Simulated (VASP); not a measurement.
Here is the system:

```
CELL_PARAMETERS angstrom
      0.00000     2.88351     2.88351
      2.88351     0.00000     2.88351
      2.88351     2.88351     0.00000
ATOMIC_POSITIONS crystal
  Cd 0.00000 0.00000 0.00000
  S  0.25000 0.25000 0.25000
```

These are PBE GGA, VASP's PBE PAW potentials (set 64) (plane waves; VASP) values and carry that method's errors. Numerical set-up: 300 eV cut-off, 10×10×10 Γ-centred mesh, Gaussian smearing of 0.010 eV, potentials Cd S.

At this cut-off the stress carries a Pulay error, which pulls relaxed volumes low.

Task: Give the stress tensor in GPa (positive for a compressed cell).

Result: 
```
5.56  0.00  0.00
0.00  5.56  0.00
0.00  0.00  5.56
```
The pressure is its mean diagonal, 5.56 GPa.

The structure comes from a computed database's CdS entry; how it stands against other phases isn't given here. The cell was not relaxed at this level.
